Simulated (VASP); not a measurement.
# Si3W5 (space group I4/mcm): computed properties

Calculation: PBEsol GGA, VASP's PBE PAW potentials (set 64) (plane waves; VASP).

| Item | Result |
|---|---|
| space group | I4/mcm (140) |
| cell | a = 9.595 Å, b = 9.595 Å, c = 4.940 Å, α = 90.00°, β = 90.00°, γ = 90.00° |
| volume per atom | 14.21 Å³/atom |
| band gap (over mesh and band path) | none (metal, semimetal or under 0.01 eV) |
| density | 14.65 g/cm³ |

```yaml
crystal:
  lattice:
    - [-4.79735, 4.79735, 2.47020]
    - [4.79735, -4.79735, 2.47020]
    - [4.79735, 4.79735, -2.47020]
  atoms:
    - { symbol: Si, position: [0.25000, 0.25000, 0.00000] }
    - { symbol: Si, position: [0.75000, 0.75000, 0.00000] }
    - { symbol: Si, position: [0.66814, 0.83186, 0.50000] }
    - { symbol: Si, position: [0.33186, 0.16814, 0.50000] }
    - { symbol: Si, position: [0.83186, 0.33186, 0.16372] }
    - { symbol: Si, position: [0.16814, 0.66814, 0.83628] }
    - { symbol: W, position: [0.27580, 0.42517, 0.70098] }
    - { symbol: W, position: [0.72420, 0.57483, 0.29902] }
    - { symbol: W, position: [0.42517, 0.72420, 0.14937] }
    - { symbol: W, position: [0.57483, 0.27580, 0.85063] }
    - { symbol: W, position: [0.22420, 0.92517, 0.14937] }
    - { symbol: W, position: [0.77580, 0.07483, 0.85063] }
    - { symbol: W, position: [0.07483, 0.22420, 0.29902] }
    - { symbol: W, position: [0.92517, 0.77580, 0.70098] }
    - { symbol: W, position: [0.25000, 0.75000, 0.50000] }
    - { symbol: W, position: [0.75000, 0.25000, 0.50000] }
```

Unless said otherwise, spin-orbit coupling is left out, though it shifts the bands of the heavy elements here.

The structure comes from a computed database's Si3W5 entry (I4/mcm); how it stands against other phases isn't given here. It was relaxed first. Symmetry was kept, so distortions that lower it aren't found.
